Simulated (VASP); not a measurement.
# AlIn3N2 (P4_2/mnm) in VASP: relaxation of cell and atoms with PBE

Aim: the relaxation of cell and atoms of AlIn3N2 with PBE.

Everything below comes from runs of VASP 6.6.1. Logs are shortened: lines on timing, memory, paths and dates and some standing lists are left out, and cuts for length are marked.

### 1 The structure

It takes space group P4_2/mnm (No. 136, tetragonal). The conventional cell has a = 5.600 Å, b = 5.600 Å, c = 6.850 Å, α = 90.00°, β = 90.00°, γ = 90.00°. Al (site symmetry mmm) is surrounded by 2 N at 1.70 Å. In (site symmetry mmm) is surrounded by 2 N at 2.26 Å. In (site symmetry -4) is surrounded by 4 N at 2.63 Å. N (site symmetry m2m) has 1 Al at 1.70 Å as nearest neighbours.

The cell was built by a generator and needn't be a form met in nature.

### 2 Relaxation of cell and atoms, PBE

File INCAR:

```
ALGO     = Fast           # electronic algorithm
EDIFF    = 1E-4           # SCF threshold, eV
EDIFFG   = -0.08          # ionic threshold
ENCUT    = 520            # plane-wave cutoff, eV
GGA      = PE             # functional
IBRION   = 2              # ionic algorithm
ISIF     = 3              # what is computed and relaxed
ISMEAR   = 0              # smearing method
LASPH    = T              # aspherical terms in the spheres
LCHARG   = F              # write CHGCAR
LREAL    = Auto         
LWAVE    = F              # write WAVECAR
NELM     = 60             # most SCF steps
NSW      = 24             # ionic steps
PREC     = Normal         # precision mode
SIGMA    = 0.15           # smearing width, eV
```

File KPOINTS:

```
k-points
0
Gamma
  3 3 2
```

File POSCAR:

```
AlIn3N2
1.0
    5.6000000000      0.0000000000      0.0000000000
    0.0000000000      5.6000000000      0.0000000000
    0.0000000000      0.0000000000      6.8500000000
Al In N
2 6 4
Direct
    0.0000000000      0.0000000000      0.0000000000
    0.5000000000      0.5000000000      0.5000000000
    0.5000000000      0.5000000000      0.0000000000
    0.0000000000      0.0000000000      0.5000000000
    0.0000000000      0.5000000000      0.7500000000
    0.5000000000      0.0000000000      0.7500000000
    0.5000000000      0.0000000000      0.2500000000
    0.0000000000      0.5000000000      0.2500000000
    0.7850000000      0.7850000000      0.0000000000
    0.2150000000      0.2150000000      0.0000000000
    0.7150000000      0.2850000000      0.5000000000
    0.2850000000      0.7150000000      0.5000000000
```

Potentials or basis: VASP PAW PBE potentials, release 64 (Al, In_d, N).

Run with:

```sh
> cat potpaw_PBE.64/Al/POTCAR potpaw_PBE.64/In_d/POTCAR potpaw_PBE.64/N/POTCAR > POTCAR
> mpirun -np 1 vasp_std > vasp.out
```

OUTCAR:

```text
EDIFF = 1E-4
   EDIFFG = -0.08
   ENCUT = 520
   GGA = PE
   IBRION = 2
   ISIF = 3
   ISMEAR = 0
   LASPH = T
   LREAL = Auto
   NELM = 60
   NSW = 24
   PREC = Normal

 ion  position               nearest neighbor table
   1  0.000  0.000  0.000-   9 1.70  10 1.70   7 3.28   8 3.28   5 3.28   6 3.28   5 3.28   8 3.28
                             6 3.28   7 3.28   4 3.42   4 3.42
   2  0.500  0.500  0.500-  11 1.70  12 1.70   7 3.28   8 3.28   5 3.28   6 3.28   6 3.28   7 3.28
                             5 3.28   8 3.28   3 3.42   3 3.42
   3  0.500  0.500  0.000-   9 2.26  10 2.26   7 3.28   8 3.28   5 3.28   6 3.28   6 3.28   7 3.28
                             5 3.28   8 3.28   2 3.42   2 3.42
   4  0.000  0.000  0.500-  11 2.26  12 2.26   7 3.28   8 3.28   5 3.28   6 3.28   5 3.28   8 3.28
                             6 3.28   7 3.28   1 3.42   1 3.42
   5  0.000  0.500  0.750-   9 2.63  10 2.63  11 2.63  12 2.63   1 3.28   2 3.28   3 3.28   4 3.28
                             1 3.28   4 3.28   2 3.28   3 3.28   8 3.42   8 3.42   6 3.96   6 3.96
   6  0.500  0.000  0.750-   9 2.63  10 2.63  11 2.63  12 2.63   1 3.28   2 3.28   3 3.28   4 3.28
                             2 3.28   3 3.28   1 3.28   4 3.28   7 3.42   7 3.42   5 3.96   5 3.96
   7  0.500  0.000  0.250-   9 2.63  10 2.63  11 2.63  12 2.63   1 3.28   2 3.28   3 3.28   4 3.28
                             2 3.28   3 3.28   1 3.28   4 3.28   6 3.42   6 3.42   8 3.96   8 3.96
   8  0.000  0.500  0.250-   9 2.63  10 2.63  11 2.63  12 2.63   1 3.28   2 3.28   3 3.28   4 3.28
                             1 3.28   4 3.28   2 3.28   3 3.28   5 3.42   5 3.42   7 3.96   7 3.96
   9  0.785  0.785  0.000-   1 1.70   3 2.26   5 2.63   6 2.63   7 2.63   8 2.63
  10  0.215  0.215  0.000-   1 1.70   3 2.26   5 2.63   6 2.63   7 2.63   8 2.63
  11  0.715  0.285  0.500-   2 1.70   4 2.26   5 2.63   6 2.63   7 2.63   8 2.63
  12  0.285  0.715  0.500-   2 1.70   4 2.26   5 2.63   6 2.63   7 2.63   8 2.63

  LATTYP: Found a simple tetragonal cell.
 ALAT       =     5.6000000000
 C/A-ratio  =     1.2232142857

  Lattice vectors:

 A1 = (   5.6000000000,   0.0000000000,   0.0000000000)
 A2 = (   0.0000000000,   5.6000000000,   0.0000000000)
 A3 = (   0.0000000000,   0.0000000000,   6.8500000000)

Analysis of symmetry for initial positions (statically):
=====================================================================
 Subroutine PRICEL returns:
 Original cell was already a primitive cell.

 Routine SETGRP: Setting up the symmetry group for a
 simple tetragonal supercell.

 Subroutine GETGRP returns: Found 16 space group operations
 (whereof  8 operations were pure point group operations)
 out of a pool of 16 trial point group operations.

The static configuration has the point symmetry D_2h.
 The point group associated with its full space group is D_4h.

Analysis of symmetry for dynamics (positions and initial velocities):
=====================================================================
 Subroutine PRICEL returns:
 Original cell was already a primitive cell.

 Routine SETGRP: Setting up the symmetry group for a
 simple tetragonal supercell.

 Subroutine GETGRP returns: Found 16 space group operations
 (whereof  8 operations were pure point group operations)
 out of a pool of 16 trial point group operations.

The dynamic configuration has the point symmetry D_2h.
 The point group associated with its full space group is D_4h.

 Subroutine INISYM returns: Found 16 space group operations
 (whereof  8 operations are pure point group operations),
 and found     1 'primitive' translations

----------------------------------------------------------------------------------------

                                     Primitive cell

  volume of cell :     214.8160

  direct lattice vectors                    reciprocal lattice vectors
     5.600000000  0.000000000  0.000000000     0.178571429  0.000000000  0.000000000
     0.000000000  5.600000000  0.000000000     0.000000000  0.178571429  0.000000000
     0.000000000  0.000000000  6.850000000     0.000000000  0.000000000  0.145985401

  length of vectors
     5.600000000  5.600000000  6.850000000     0.178571429  0.178571429  0.145985401

  position of ions in fractional coordinates (direct lattice)
     0.000000000  0.000000000  0.000000000
     0.500000000  0.500000000  0.500000000
     0.500000000  0.500000000  0.000000000
     0.000000000  0.000000000  0.500000000
     0.000000000  0.500000000  0.750000000
     0.500000000  0.000000000  0.750000000
     0.500000000  0.000000000  0.250000000
     0.000000000  0.500000000  0.250000000
     0.785000000  0.785000000  0.000000000
     0.215000000  0.215000000  0.000000000
     0.715000000  0.285000000  0.500000000
     0.285000000  0.715000000  0.500000000

  ion indices of the primitive-cell ions
   primitive index   ion index
                 1           1
                 2           2
                 3           3
                 4           4
                 5           5
                 6           6
                 7           7
                 8           8
                 9           9
                10          10
                11          11
                12          12

----------------------------------------------------------------------------------------

 KPOINTS: k-points

Automatic generation of k-mesh.
 Grid dimensions read from file:
 generate k-points for:    3    3    2

 Generating k-lattice:

  Cartesian coordinates                     Fractional coordinates (reciprocal lattice)
     0.059523810  0.000000000  0.000000000     0.333333333  0.000000000  0.000000000
     0.000000000  0.059523810  0.000000000     0.000000000  0.333333333  0.000000000
     0.000000000  0.000000000  0.072992701     0.000000000  0.000000000  0.500000000

  Length of vectors
     0.059523810  0.059523810  0.072992701

  Shift w.r.t. Gamma in fractional coordinates (k-lattice)
     0.000000000  0.000000000  0.000000000

 Subroutine IBZKPT returns following result:
 ===========================================

 Found      6 irreducible k-points:

 Following reciprocal coordinates:
            Coordinates               Weight
  0.000000  0.000000  0.000000      1.000000
  0.333333  0.000000  0.000000      4.000000
  0.333333  0.333333  0.000000      4.000000
  0.000000  0.000000  0.500000      1.000000
  0.333333  0.000000  0.500000      4.000000
  0.333333  0.333333  0.500000      4.000000
   k-points           NKPTS =      6   k-points in BZ     NKDIM =      6   number of bands    NBANDS=     62
   number of dos      NEDOS =    301   number of ions     NIONS =     12
   total plane-waves  NPLWV =  40960
   dimension x,y,z NGX =    32 NGY =   32 NGZ =   40
   dimension x,y,z NGXF=    64 NGYF=   64 NGZF=   80
   ions per type =               2   6   4
   NGX,Y,Z   is equivalent  to a cutoff of   9.50,  9.50,  9.71 a.u.
   NGXF,Y,Z  is equivalent  to a cutoff of  19.00, 19.00, 19.42 a.u.
 SYSTEM =  unknown system
   PREC   = normal    normal or accurate (medium, high low for compatibility)
   ISTART =      0    job   : 0-new  1-cont  2-samecut
   ICHARG =      2    charge: 1-file 2-atom 10-const
   ISPIN  =      1    spin polarized calculation?
   LNONCOLLINEAR =      F non collinear calculations
   LSORBIT =      F    spin-orbit coupling
   LASPH  =      T    aspherical Exc in radial PAW
   ENCUT  =  520.0 eV  38.22 Ry    6.18 a.u.  10.41 10.41 12.74*2*pi/ulx,y,z
   NELM   =     60;   NELMIN=  2; NELMDL= -5     # of ELM steps
   EDIFF  = 0.1E-03   stopping-criterion for ELM
   LREAL  =      T    real-space projection
   EDIFFG = -.8E-01   stopping-criterion for IOM
   NSW    =     24    number of steps for IOM
   IBRION =      2    ionic relax: 0-MD 1-quasi-New 2-CG
   NFREE  =      1    steps in history (QN), initial steepest desc. (CG)
   ISIF   =      3    stress and relaxation
   ISYM   =      2    0-nonsym 1-usesym 2-fastsym
   POTIM  = 0.5000    time-step for ionic-motion
   TEBEG  =    0.0;   TEEND  =   0.0 temperature during run
   PSTRESS=    0.0 pullay stress
   NELECT =     104.0000    total number of electrons
   NUPDOWN=      -1.0000    fix difference up-down
   EMIN   =  10.00;   EMAX   =-10.00  energy-range for DOS
   EFERMI =   0.00;   METHOD = LEGACY
   ISMEAR =     0;   SIGMA  =   0.15  broadening in eV -4-tet -1-fermi 0-gaus
   EFERMI_NEDOS =   21; number of points for ismear=-14 and -15
   IALGO  =     68    algorithm
   IMIX   =      4    mixing-type and parameters
     AMIX     =   0.40;   BMIX     =  1.00
     AMIX_MAG =   1.60;   BMIX_MAG =  1.00
  volume/ion in A,a.u.               =      17.90       120.80
  Fermi-wavevector in a.u.,A,eV,Ry     =   1.285475  2.429196 22.482903  1.652447
  Thomas-Fermi vector in A             =   2.417607
   LORBIT       =      0    0 simple, 1 ext, 2 COOP (PROOUT), +10 PAW based schemes
   GGA     = PE    functional components
   LHFCALC =     F    Hartree Fock is set to
   AEXX    =    0.0000 exact exchange contribution
   IVDW    =     0    specifies the selected vdW correction
   LEPSILON=     F    determine dielectric tensor
   LRPA    =     F    only Hartree local field effects (RPA)
 conjugate gradient relaxation of ions
 non-spin polarized calculation
 RMM-DIIS sequential band-by-band and
 Gauss-broadening in eV      SIGMA  =   0.15
  energy-cutoff  :      520.00
  volume of cell :      214.82
 maximum number of plane-waves:      5837
   NGX = 21   NGY = 21   NGZ = 25

--------------------------------------- Ionic step        1  -------------------------------------------

 number of electron     104.0000154 magnetization

 Free energy of the ion-electron system (eV)
  ---------------------------------------------------
  ext. energy  EPLUGINS =         0.00000000
  ---------------------------------------------------
  free energy    TOTEN  =       -49.28134654 eV

  energy without entropy =      -49.22489848  energy(sigma->0) =      -49.25312251

------------------------ aborting loop because EDIFF is reached ----------------------------------------

  FORCE on cell =-STRESS in cart. coord.  units (eV):
  Direction    XX          YY          ZZ          XY          YZ          ZX
  --------------------------------------------------------------------------------------
  -------------------------------------------------------------------------------------
  Total       15.6191864     15.6191864      7.0253669     -0.0000000      0.0000000      0.0000000
  in kB      116.4936803    116.4936803     52.3977895     -0.0000000      0.0000000      0.0000000
  external PRESSURE =      95.1283833 kB  Pullay stress =       0.0000000 kB
[... 79 lines left out ...]
--------------------------------------- Ionic step        3  -------------------------------------------

 number of electron     103.9999853 magnetization

 E-fermi :   6.5185     XC(G=0): -10.0923

 val. band max:        6.5107880714   @ k =   0.3333   0.3333   0.5000
 cond. band min:       6.6905060917   @ k =   0.3333   0.0000   0.0000
 fundamental gap:      0.1797180203
 Fermi energy:         6.5184559339

 k-point     1 :       0.0000    0.0000    0.0000
  band No.  band energies     occupation
      1      -8.7949      2.00000
      2      -8.7454      2.00000
      3      -8.3540      2.00000
      4      -8.3540      2.00000
      5      -8.0263      2.00000
      6      -8.0072      2.00000
[... 418 lines left out ...]
  FREE ENERGIE OF THE ION-ELECTRON SYSTEM (eV)
  ---------------------------------------------------
  free  energy   TOTEN  =       -49.9319771668 eV

  energy  without entropy=      -49.8743920419  energy(sigma->0) =      -49.90318460

[... ionic steps 4 to 9 ...]

--------------------------------------- Ionic step       10  -------------------------------------------

 number of electron     104.0000474 magnetization

------------------------ aborting loop because EDIFF is reached ----------------------------------------
[... 87 lines left out ...]
--------------------------------------- Ionic step       12  -------------------------------------------

 number of electron     104.0000089 magnetization

 Free energy of the ion-electron system (eV)
  ---------------------------------------------------
  ext. energy  EPLUGINS =         0.00000000
  ---------------------------------------------------
  free energy    TOTEN  =       -50.12950940 eV

  energy without entropy =      -50.07293651  energy(sigma->0) =      -50.10122295

 E-fermi :   6.0375     XC(G=0):  -9.8888

 val. band max:        6.0240990029   @ k =   0.0000   0.0000   0.5000
 cond. band min:       6.1119578767   @ k =   0.0000   0.0000   0.0000
 fundamental gap:      0.0878588738
 Fermi energy:         6.0375327153

 k-point     1 :       0.0000    0.0000    0.0000
  band No.  band energies     occupation
      1      -8.9139      2.00000
      2      -8.7534      2.00000
      3      -8.6926      2.00000
      4      -8.6926      2.00000
      5      -8.4994      2.00000
      6      -8.4918      2.00000
[... 418 lines left out ...]
  FREE ENERGIE OF THE ION-ELECTRON SYSTEM (eV)
  ---------------------------------------------------
  free  energy   TOTEN  =       -50.1295093995 eV

  energy  without entropy=      -50.0729365101  energy(sigma->0) =      -50.10122295

 reached required accuracy - stopping structural energy minimisation
```

Wall time 7.6 min (1 thread of Intel Xeon Platinum 8375C at 2.90GHz (Ice Lake), shared host); peak memory 0.23 GiB.

Results:

```yaml
Free_energy: -50.1295 eV
Relaxed_volume: 20.37 Å³/atom
Relaxed_cell: a = 6.015 Å, b = 6.015 Å, c = 6.757 Å, α = 90.00°, β = 90.00°, γ = 90.00°
Space_group_after_relaxing_to_0.05_Å: P4_2/mnm (No. 136)
Energy_gained_by_relaxing: 70.7 meV/atom
Ionic_steps: 12
Pressure_after_relaxing: -0.2 GPa
Largest_force_after_relaxing: 0.013 eV/Å
Band_gap_on_the_k_mesh: none (metal or under the smearing width)
```

Forces on the atoms (eV/Å):
```
Al   0.000  0.000  0.000
Al   0.000  0.000  0.000
In   0.000  0.000  0.000
In   0.000  0.000  0.000
In   0.000  0.000  0.000
In   0.000  0.000  0.000
In   0.000  0.000  0.000
In   0.000  0.000  0.000
N    0.009  0.009  0.000
N   -0.009 -0.009  0.000
N   -0.009  0.009  0.000
N    0.009 -0.009  0.000
```

Stress tensor (GPa, compression positive):
```
-0.34  0.00  0.00
 0.00 -0.34  0.00
 0.00  0.00  0.06
```

The path:
```tsv
step	energy change (eV)	largest force (eV/Å)	pressure (GPa)	volume (Å³)
1	0.0000	1.1143	9.51	214.82
2	-0.3989	1.7695	-2.88	249.49
3	-0.6506	0.9662	1.09	234.64
4	-0.7732	0.3915	0.01	241.16
5	-0.7906	0.1106	-0.34	244.39
6	-0.7913	0.0720	-0.17	244.77
7	-0.7920	0.0028	-0.10	245.53
8	-0.8071	0.0421	-0.58	245.68
9	-0.8395	0.1472	-0.58	246.03
10	-0.7792	0.2713	-1.26	246.23
11	-0.8419	0.1747	-0.85	246.12
12	-0.8482	0.0125	-0.20	244.48
```

Final structure:
```xyz
12
Lattice="6.0152 0.0000 0.0000 0.0000 6.0152 0.0000 0.0000 0.0000 6.7568" Properties=species:S:1:pos:R:3 pbc="T T T"
Al    0.0000    0.0000    0.0000
Al    3.0076    3.0076    3.3784
In    3.0076    3.0076    0.0000
In    0.0000    0.0000    3.3784
In    0.0000    3.0076    5.0676
In    3.0076    0.0000    5.0676
In    3.0076    0.0000    1.6892
In    0.0000    3.0076    1.6892
N     4.7637    4.7637    6.7568
N     1.2515    1.2515    0.0000
N     4.2591    1.7561    3.3784
N     1.7561    4.2591    3.3784
```

Levels at points of the mesh, in eV from the Fermi level:
```csv
k point,band 49,band 50,band 51,band 52,band 53,band 54,band 55,band 56
"(0.00, 0.00, 0.00)",-2.28,-1.35,-1.33,-1.33,0.07,0.60,0.96,1.02
"(0.00, 0.00, 0.50)",-1.13,-1.13,-0.04,-0.04,-0.01,-0.01,1.20,1.20
```

Caveat: the k mesh is coarse (spacing up to 0.46 Å⁻¹), so the values aren't converged; the relaxation stopped at a loose force limit of 0.08 eV/Å, so its end isn't a converged minimum.
